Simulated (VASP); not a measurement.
# Absorption of ZnO (zincite) from time-dependent hybrids, part 3 of 3

Wanted: excitation energies of ZnO (zincite) by functional. The cell is of the wurtzite type, one of the forms listed for this formula. The start is a cell from a database of measured crystal structures.

VASP 6.6.1, plane waves and PAW; the level of theory is named at each step.

So far, lowest excitation (eV): step 4 (casida equation on LDA, time-dependent LDA, Casida form) 0.735; step 5 (random-phase approximation on LDA, RPA spectrum on LDA) 0.736.

### 7. Ground state at HSE06

This step: HSE06; plane waves and PAW (Zn, O) (VASP 6.6.1).

Many-body steps start from the orbitals of a self-consistent run, here HSE06. A small SIGMA keeps every occupation at zero or full.

INCAR

```
SYSTEM = ZnO
PREC = Accurate
ENCUT = 420
EDIFF = 1E-08
NELM = 100
ISMEAR = 0
SIGMA = 0.01
LREAL = .FALSE.
ALGO = Normal
LHFCALC = .TRUE.
AEXX = 0.25
GGA = PE
HFSCREEN = 0.2
LASPH = .TRUE.
NBANDS = 24
PRECFOCK = Fast
LORBIT = 11
LWAVE = .TRUE.
LCHARG = .FALSE.
KPAR = 8
```

POSCAR

```
ZnO
1.0
    3.2493080000      0.0000000000      0.0000000000
   -1.6246540000      2.8139832727      0.0000000000
    0.0000000000      0.0000000000      5.2057090000
Zn O
2 2
Direct
    0.6666666667      0.3333333333      0.0000000000
    0.3333333333      0.6666666667      0.5000000000
    0.3333333333      0.6666666667      0.8790100000
    0.6666666667      0.3333333333      0.3790100000
```

KPOINTS

```
Automatic mesh
0
Gamma
6 6 4
0 0 0
```

Potentials, in the order of the species: Zn and O (PBE family, release 64).

The WAVECAR or CHGCAR of an earlier step is read.

On the command line:

```bash
$ mpirun -np 8 vasp_std
```

Output:

```text
[banner, memory and clock lines left out]
running    8 mpi-ranks, on    1 nodes
 distrk:  each k-point on    1 cores,    8 groups
 distr:  one band on    1 cores,    1 groups

 POSCAR found type information on POSCAR ZnO
 POSCAR found :  2 types and       4 ions
 [... a notice as in an earlier step ...]

 LDA part: xc-table for (Slater+PW92), standard interpolation
 found WAVECAR, reading the header
 POSCAR, INCAR and KPOINTS ok, starting setup
 FFT: planning ... GRIDC
 FFT: planning ... GRID_SOFT
 FFT: planning ... GRID
 reading WAVECAR
 the WAVECAR file was read successfully
 initial charge from wavefunction
 entering main loop
       N       E                     dE             d eps       ncg     rms          rms(c)
DAV:   1    -0.229281205293E+02   -0.22928E+02   -0.27218E+00  1176   0.471E+01    0.364E+00
DAV:   2    -0.227915887606E+02    0.13653E+00   -0.84888E-01  1264   0.156E+01    0.113E+00
DAV:   3    -0.227882317025E+02    0.33571E-02   -0.11327E-01  1368   0.500E+00    0.557E-01
DAV:   4    -0.227888552992E+02   -0.62360E-03   -0.68496E-03  1216   0.811E-01    0.318E-01
DAV:   5    -0.227881258248E+02    0.72947E-03   -0.12535E-03  1064   0.328E-01    0.159E-01
DAV:   6    -0.227879677373E+02    0.15809E-03   -0.14953E-04  1448   0.196E-01    0.916E-02
DAV:   7    -0.227879027505E+02    0.64987E-04   -0.30380E-05  1576   0.950E-02    0.552E-02
DAV:   8    -0.227878862084E+02    0.16542E-04   -0.19977E-05  1184   0.407E-02    0.339E-02
DAV:   9    -0.227878814024E+02    0.48060E-05   -0.39100E-06  1120   0.233E-02    0.202E-02
DAV:  10    -0.227878799575E+02    0.14449E-05   -0.12617E-06  1104   0.106E-02    0.118E-02
DAV:  11    -0.227878796269E+02    0.33055E-06   -0.45407E-07  1120   0.654E-03    0.705E-03
DAV:  12    -0.227878795434E+02    0.83471E-07   -0.21328E-07  1128   0.402E-03    0.434E-03
DAV:  13    -0.227878795358E+02    0.76679E-08   -0.74652E-08  1104   0.234E-03
   1 F= -.22787880E+02 E0= -.22787880E+02  d E =-.259534E-23
 writing wavefunctions
```

Wall time 5.3 min (8 MPI ranks of AMD EPYC 9R45, shared host); peak memory 1.9 GiB.

Parts of OUTCAR (step 7):

```text
   k-points           NKPTS =     21   k-points in BZ     NKDIM =    144   number of bands    NBANDS=     24

   NELECT =      36.0000    total number of electrons

  exchange ACFDT corr.  =         0.00000000  see jH, gK, PRB 81, 115126

 E-fermi :  -0.0071

 k-point     1 :       0.0000    0.0000    0.0000
  band No.  band energies     occupation
    ...
     14      -0.9463      2.00000
     15      -0.9463      2.00000
     16      -0.1361      2.00000
     17      -0.0740      2.00000
     18      -0.0740      2.00000
     19       2.4248      0.00000
     20       7.1419      0.00000
     21      10.2991      0.00000
     22      14.9282      0.00000
     23      14.9283      0.00000
    ...

 POSITION                                       TOTAL-FORCE (eV/Angst)
 -----------------------------------------------------------------------------------
      1.62465      0.93799      0.00000        -0.000000      0.000000     -0.082537
     -0.00000      1.87599      2.60285         0.000000     -0.000000     -0.082537
     -0.00000      1.87599      4.57587         0.000000     -0.000000      0.082537
      1.62465      0.93799      1.97302        -0.000000      0.000000      0.082537
 -----------------------------------------------------------------------------------
    total drift:                               -0.000000     -0.000000      0.001439

  FREE ENERGIE OF THE ION-ELECTRON SYSTEM (eV)
  ---------------------------------------------------
  free  energy   TOTEN  =       -22.7878795358 eV

  energy  without entropy=      -22.7878795358  energy(sigma->0) =      -22.78787954

[... 8 parts as in an earlier step ...]

[... 8 further parts left out ...]
```

The PAW data sets were made with PBE, which is usual practice but a small mismatch for other functionals.

Numbers from this step:

```
free energy (TOTEN)            : -22.79 eV
Fermi energy                   : -0.0071 eV
gap on the k-mesh              : 2.499 eV
least direct gap on the k-mesh : 2.499 eV
```

### 8. Empty bands, functional HSE06

ALGO = Exact diagonalises the converged Hamiltonian in one step, and LOPTICS writes the k-derivatives of the orbitals (WAVEDER), which give the transition dipoles.

INCAR

```
SYSTEM = ZnO
PREC = Accurate
ENCUT = 420
ISMEAR = 0
SIGMA = 0.01
LREAL = .FALSE.
LHFCALC = .TRUE.
AEXX = 0.25
GGA = PE
HFSCREEN = 0.2
LASPH = .TRUE.
NBANDS = 40
PRECFOCK = Fast
ALGO = Exact
NELM = 1
LWAVE = .TRUE.
LCHARG = .FALSE.
LOPTICS = .TRUE.
NEDOS = 1000
CSHIFT = 0.1
```

POSCAR is that of step 7.

KPOINTS is that of step 7.

The WAVECAR or CHGCAR of an earlier step is read.

On the command line:

```bash
$ mpirun -np 8 vasp_std
```

Output:

```text
[banner, memory and clock lines left out]
running    8 mpi-ranks, on    1 nodes
[...]
[... a notice as in an earlier step ...]

 LDA part: xc-table for (Slater+PW92), standard interpolation
 found WAVECAR, reading the header
  number of bands has changed, file:    24 present:    40
  trying to continue reading WAVECAR, but it might fail
 POSCAR, INCAR and KPOINTS ok, starting setup
[...]
reading WAVECAR
 random initialization beyond band           24
 the WAVECAR file was read successfully
 initial charge from wavefunction
 entering main loop
       N       E                     dE             d eps       ncg     rms          rms(c)
DIA:   1    -0.227878795008E+02   -0.22788E+02    0.00000E+00     0   0.000E+00
   1 F= -.22787880E+02 E0= -.22787880E+02  d E =-.151036E-25
 writing wavefunctions
 optical routines
 imaginary and real dielectric function
 recalculating local potential from charge density
 direction            1
 direction            2
 direction            3
```

The job ended after 22 min (8 MPI ranks; peak memory 2.4 GiB; 2.5 h of CPU time).

From OUTCAR (step 8):

```text
 POSITION                                       TOTAL-FORCE (eV/Angst)
 -----------------------------------------------------------------------------------
      1.62465      0.93799      0.00000        -0.000000      0.000000     -0.082553
     -0.00000      1.87599      2.60285        -0.000000      0.000000     -0.082553
     -0.00000      1.87599      4.57587         0.000000      0.000000      0.082553
      1.62465      0.93799      1.97302         0.000000      0.000000      0.082553
 -----------------------------------------------------------------------------------
    total drift:                                0.000000      0.000000      0.001437

  FREE ENERGIE OF THE ION-ELECTRON SYSTEM (eV)
  ---------------------------------------------------
  free  energy   TOTEN  =       -22.7878795008 eV

  energy  without entropy=      -22.7878795008  energy(sigma->0) =      -22.78787950

[... 2 parts as in an earlier step ...]

[... 1 further part left out ...]
[key lines of the parts left out:]
E-fermi :  -0.0030
```

### 9. Casida equation on HSE06

This step: time-dependent HSE06, Casida form; plane waves and PAW (Zn, O) (VASP 6.6.1).

The Casida equation, in the Tamm-Dancoff approximation (ANTIRES = 0), couples the pairs by a local exchange-correlation kernel and by exact exchange, which attracts electron and hole.

INCAR

```
SYSTEM = ZnO
PREC = Accurate
ENCUT = 420
ISMEAR = 0
SIGMA = 0.01
LREAL = .FALSE.
LHFCALC = .TRUE.
AEXX = 0.25
GGA = PE
HFSCREEN = 0.2
LASPH = .TRUE.
NBANDS = 40
PRECFOCK = Fast
ALGO = TDHF
NBANDSO = 5
NBANDSV = 5
OMEGAMAX = 25
NEDOS = 1000
CSHIFT = 0.1
LWAVE = .FALSE.
LCHARG = .FALSE.
ANTIRES = 0
LFXC = .TRUE.
LADDER = .TRUE.
```

POSCAR is that of step 8.

KPOINTS is that of step 8.

The WAVECAR or CHGCAR of an earlier step is read.

On the command line:

```bash
$ mpirun -np 8 vasp_std
```

Output:

```text
[banner, memory and clock lines left out]
 LDA part: xc-table for (Slater+PW92), standard interpolation
 found WAVECAR, reading the header
 POSCAR, INCAR and KPOINTS ok, starting setup
 FFT: planning ... GRIDC
 FFT: planning ... GRID_SOFT
 FFT: planning ... GRID
 reading WAVECAR
 the WAVECAR file was read successfully
 initial charge from wavefunction
 available memory per node:     31.49 GB, setting MAXMEM to     32248

 The Fermi energy was updated, please check that it is located mid-gap
 values below the HOMO (VB) or above the LUMO (CB) will cause erroneous energies
 E-fermi :   1.1757

 the WAVEDER file was read successfully
 responsefunction array rank=     544
 LDA part: xc-table for (Slater+PW92), standard interpolation

 Doing            0  frequencies on each core in blocks of            0
 parallelization over k-points
 Using distributed matrix
 Using distributed eigensolver
 allocating two-electron 4 orbital integral table    5    5    5    5
 BSE setting up matrix
 available memory per node:     31.36 GB, setting MAXMEM to     32112
 Calculate matrix elements of the BSE Hamiltonian:
 Workload is divided into blocks of two-electron 4 orbital integrals computed in
  parallel.
 Each block/integral has dimensions  of (   5,   5,   5,   5) orbitals
 Total number of blocks/integrals:                10440
 Number of spins:                                     1
 Number of kpoints:                                 144
 Spin channel:                                        1
  Number of blocks of unoccupied bands:               1
  Number of blocks of occupied bands:                 1
 Number of rows/columns of blocks:                  144

                                                        Time (sec)
               Integrals                 Ranks       Real         CPU
  [         1 -       1152/     10440]     8         1.16        0.00
  [      1153 -       2304/     10440]     8         2.30        0.00
  [      2305 -       3456/     10440]     8         3.46        0.00
  [      3457 -       4608/     10440]     8         4.63        0.00
  [      4609 -       5760/     10440]     8         5.79        0.00
  [      5761 -       6912/     10440]     8         6.96        0.00
  [      6913 -       8064/     10440]     8         8.11        0.00
  [      8065 -       9216/     10440]     8         9.27        0.00
  [      9217 -      10368/     10440]     8        10.44        0.00
  [     10369 -      10440/     10440]     8        10.57        0.00

[... 5 parts as in an earlier step ...]
```

It took 17 s on 8 MPI ranks; peak memory 2.7 GiB.

OUTCAR, selected parts (step 9):

```text
   NELECT =      36.0000    total number of electrons

 E-fermi :   1.1757

[... 9 parts as in an earlier step ...]

[... 1 further part left out ...]
```

Numbers from this step:

| Property | Result |
| --- | --- |
| lowest excitation | 2.455 eV |
| direct gap less the lowest excitation | 0.04430 eV |

The imaginary dielectric function has structure finer than the step of the table below, so its rows give means over 1 eV, whole bins alone (the curve runs from 0 to 25 eV). Peaks (eV: height): xx 3.6: 3.07, 4.8: 3.79, 6.6: 4.79, 8.3: 4.75, 10.2: 2.98, 11.8: 3.35, 12.3: 3.49; zz 2.5: 3.03, 4.1: 6.27, 4.9: 3.62, 6.6: 4.47, 8.5: 6.38, 8.8: 4.06, 11.3: 2.88.

From 5 filled and 5 empty bands alone, without any pair above OMEGAMAX = 25 eV, so strength is missing wherever others contribute; lines are broadened by CSHIFT, which also makes the tail under the first line. The imaginary dielectric function by photon energy; means over each step:

| photon energy (eV) | xx | zz |
| --- | --- | --- |
| 1 | 0.0232 | 0.0212 |
| 2 | 0.590 | 0.425 |
| 3 | 0.556 | 0.592 |
| 4 | 1.45 | 1.82 |
| 5 | 1.31 | 1.19 |
| 6 | 1.06 | 1.16 |
| 7 | 1.99 | 2.06 |
| 8 | 2.26 | 1.79 |
| 9 | 2.03 | 2.72 |
| 10 | 1.56 | 1.26 |
| 11 | 1.93 | 1.84 |
| 12 | 2.78 | 1.37 |
| 13 | 1.96 | 1.72 |
| 14 | 1.49 | 1.42 |
| 15 | 0.793 | 0.954 |
| 16 | 0.380 | 0.277 |
| 17 | 0.0458 | 0.114 |
| 18 | 0.0194 | 0.0192 |
| 19 | 0.0116 | 0.0108 |
| 20 | 0.00828 | 0.00764 |
| 21 | 0.00629 | 0.00576 |
| 22 | 0.00496 | 0.00452 |
| 23 | 0.00401 | 0.00364 |
| 24 | 0.00331 | 0.00300 |

Some of the lowest 40 states alone, with states under 2.5 meV apart joined, scaled to the strongest line shown. Exciton lines, with heights relative to the strongest:

| position (eV) | lines merged | oscillator strength |
| --- | --- | --- |
| 2.455 | 2 | 84 |
| 2.517 | 1 | 42 |
| 3.326 | 2 | 0.0 |
| 3.621 | 2 | 80 |
| 3.648 | 2 | 0.4 |
| 4.060 | 1 | 86 |
| 4.063 | 2 | 66 |
| 4.077 | 1 | 0.0 |
| 4.097 | 2 | 0.0 |
| 4.113 | 1 | 0.0 |
| 4.140 | 2 | 0.2 |
| 4.181 | 2 | 0.0 |
| 4.189 | 1 | 0.0 |
| 4.239 | 2 | 0.0 |
| 4.262 | 2 | 0.0 |
| 4.484 | 1 | 1.8 |
| 4.497 | 1 | 0.4 |
| 4.816 | 2 | 100 |
| 4.867 | 1 | 0.0 |
| 4.876 | 2 | 0.4 |
| 4.881 | 2 | 0.0 |
| 4.896 | 1 | 0.0 |
| 4.906 | 2 | 0.0 |
| 4.909 | 1 | 0.0 |
| 4.917 | 1 | 0.0 |

The lowest excitation lies at 2.455 eV, -44 meV against the direct gap of these orbitals. No second mesh in this session tests these energies, peaks and heights, and most of the distance from the gap can be the mesh's own exchange term.

### 10. Random-phase approximation on HSE06

This step: RPA spectrum on HSE06; plane waves and PAW (Zn, O) (VASP 6.6.1).

With the exchange-correlation kernel off, only the local fields remain: the random-phase approximation.

INCAR, as its differences from that of step 9:

```diff
@@ -22,3 +22,3 @@
 ANTIRES = 0
-LFXC = .TRUE.
-LADDER = .TRUE.
+LFXC = .FALSE.
+LADDER = .FALSE.
```

POSCAR is that of step 9.

KPOINTS is that of step 9.

On the command line:

```bash
$ mpirun -np 8 vasp_std
```

Output:

```text
[banner, memory and clock lines left out]
 LDA part: xc-table for (Slater+PW92), standard interpolation
 found WAVECAR, reading the header
 POSCAR, INCAR and KPOINTS ok, starting setup
 FFT: planning ... GRIDC
 FFT: planning ... GRID_SOFT
 FFT: planning ... GRID
 reading WAVECAR
 the WAVECAR file was read successfully
 initial charge from wavefunction
 available memory per node:     31.39 GB, setting MAXMEM to     32145

 Doing            0  frequencies on each core in blocks of            0
 parallelization over k-points
 Using distributed matrix
 Using distributed eigensolver
 allocating two-electron 4 orbital integral table    5    5    5    5
 BSE setting up matrix
 available memory per node:     31.27 GB, setting MAXMEM to     32024
 Calculate matrix elements of the BSE Hamiltonian:
 Workload is divided into blocks of two-electron 4 orbital integrals computed in
  parallel.
 Each block/integral has dimensions  of (   5,   5,   5,   5) orbitals
 Total number of blocks/integrals:                10440
 Number of spins:                                     1
 Number of kpoints:                                 144
 Spin channel:                                        1
  Number of blocks of unoccupied bands:               1
  Number of blocks of occupied bands:                 1
 Number of rows/columns of blocks:                  144

                                                        Time (sec)
               Integrals                 Ranks       Real         CPU
  [         1 -       1152/     10440]     8         0.72        0.00
  [      1153 -       2304/     10440]     8         1.43        0.00
  [      2305 -       3456/     10440]     8         2.14        0.00
  [      3457 -       4608/     10440]     8         2.86        0.00
  [      4609 -       5760/     10440]     8         3.59        0.00
  [      5761 -       6912/     10440]     8         4.31        0.00
  [      6913 -       8064/     10440]     8         5.02        0.00
  [      8065 -       9216/     10440]     8         5.73        0.00
  [      9217 -      10368/     10440]     8         6.44        0.00
  [     10369 -      10440/     10440]     8         6.53        0.00

[... 7 parts as in an earlier step ...]
```

Elapsed: 13 s, on 8 MPI ranks; peak memory 2.7 GiB.

From OUTCAR (step 10):

```text
   NELECT =      36.0000    total number of electrons

 E-fermi :   1.1757

[... 9 parts as in an earlier step ...]

[... 1 further part left out ...]
```

Numbers from this step:

```
lowest excitation : 2.503 eV
```

The imaginary dielectric function has structure finer than the step of the table below, so its rows give means over 1 eV, whole bins alone (the curve runs from 0 to 25 eV). Peaks (eV: height): xx 7.2: 2.75, 8.6: 3.77, 9.5: 3.06, 10.4: 3.08, 11.9: 2.88, 12.5: 3.35, 13.1: 3.55; yy 7.2: 2.75, 8.6: 3.78, 9.5: 3.06, 10.4: 3.08, 11.9: 2.88, 12.5: 3.35, 13.1: 3.54; zz 4.2: 3.46, 5.1: 3.40, 7.2: 3.76, 8.6: 3.75, 9.0: 5.36, 9.5: 5.65, 11.3: 3.32.

From 5 filled and 5 empty bands alone, without any pair above OMEGAMAX = 25 eV, so strength is missing wherever others contribute; lines are broadened by CSHIFT, which also makes the tail under the first line. Imaginary dielectric function against photon energy; means over each step:

| photon energy (eV) | xx | yy | zz |
| --- | --- | --- | --- |
| 1 | 0.0160 | 0.0160 | 0.0147 |
| 2 | 0.338 | 0.338 | 0.227 |
| 3 | 0.440 | 0.440 | 0.504 |
| 4 | 0.980 | 0.980 | 1.08 |
| 5 | 1.05 | 1.05 | 1.10 |
| 6 | 0.591 | 0.591 | 0.517 |
| 7 | 1.79 | 1.79 | 2.04 |
| 8 | 1.21 | 1.21 | 0.593 |
| 9 | 2.59 | 2.59 | 3.47 |
| 10 | 1.76 | 1.77 | 1.48 |
| 11 | 1.77 | 1.77 | 2.02 |
| 12 | 2.23 | 2.23 | 1.68 |
| 13 | 2.90 | 2.90 | 1.75 |
| 14 | 2.15 | 2.16 | 1.73 |
| 15 | 1.62 | 1.62 | 1.82 |
| 16 | 0.684 | 0.671 | 0.490 |
| 17 | 0.0847 | 0.0841 | 0.216 |
| 18 | 0.0280 | 0.0265 | 0.0354 |
| 19 | 0.0156 | 0.0155 | 0.0149 |
| 20 | 0.0108 | 0.0107 | 0.00996 |
| 21 | 0.00797 | 0.00794 | 0.00724 |
| 22 | 0.00615 | 0.00612 | 0.00557 |
| 23 | 0.00489 | 0.00489 | 0.00442 |
| 24 | 0.00398 | 0.00398 | 0.00360 |

The lowest excitation lies at 2.503 eV, +4 meV against the direct gap of these orbitals. Peak heights aren't converged with the mesh, least of all at the onset.

### 11. Summary

This step: time-dependent LDA, HSE06; plane waves and PAW (VASP 6.6.1).

No new run; the numbers come from the runs before.

Cost is wall time times ranks on a shared host, for this step alone, without the steps before it. Excitations by level:

| level | first excitation (eV) | cost (core minutes) |
| --- | --- | --- |
| Casida equation on LDA | 0.7346 | 1.63 |
| random phases on LDA | 0.7359 | 1.6 |
| Casida equation on HSE06 | 2.455 | 2.29 |
| random phases on HSE06 | 2.503 | 1.73 |

### 12. Outcome

* Casida equation on LDA: lowest vertical excitation 0.735 eV; direct gap 0.732 eV
* RPA on LDA: lowest vertical excitation 0.736 eV; direct gap 0.732 eV
* Casida equation on HSE06: lowest vertical excitation 2.455 eV; direct gap 2.499 eV
* RPA on HSE06: lowest vertical excitation 2.503 eV; direct gap 2.499 eV

**Reading.** Time-dependent HSE06 puts the lowest vertical singlet excitation at 2.455 eV, 0.04 eV below the direct gap of 2.499 eV; the states within 10 meV of it carry 55 % of the strength of the strongest such group among the lowest 40 states. The exchange-correlation kernel and the attraction move the centre of weight of eps2 xx over the computed range by -0.97 eV against the run in the random-phase approximation on HSE06. The LDA kernel binds nothing: its lowest excitation, 0.735 eV, sits at the direct gap of 0.732 eV. For the hybrids, on a mesh this coarse most of the distance from the gap can come from the q = 0 term of the exact exchange, which falls with the number of k points, so it doesn't show which functional binds an exciton. These are vertical excitations; an indirect gap can lie lower. The spectra were run on one mesh, so the distance from the gap isn't shown to be converged; coarse meshes tend to overstate it. Direct gaps by functional: 0.732 eV at LDA and 2.499 eV at HSE06. Exact exchange widens them. Only the bands set by NBANDSO and NBANDSV form pairs, and any pair above OMEGAMAX = 25 eV is dropped, so the spectrum is that of this window; the window can cut degenerate bands, and the ratio of directions in the curves is that of the window, not of the crystal. The given cell is kept, although it stands at -9.0 GPa at LDA and ENCUT = 420 eV, which holds the mismatch of the given cell with this functional and any basis-set error. Not tabulated here, as repeats of values shown or as unfit to read for their mesh, reference level or band range: eps2 curves (empty bands); eps1 curves and static values (Casida equation, empty bands, random phases); line lists of runs without attraction (Casida equation, random phases); gaps (empty bands).

[Lines on the potential files, build, host, timing and source positions are cut from VASP's logs without a mark.]

[Logs are printed without paths, hosts, clocks, repeated set-up lines and the standing remarks that a program may print on its own settings, such as how far it seeks lower states.]

[Hosts, paths, dates, database ids (printed as entryN), source tags and the programs' standing remarks are cut or masked in the printed files.]

[Pressures printed for these runs are not shown converged in the cutoff: they can be off by several GPa and have the wrong sign.]
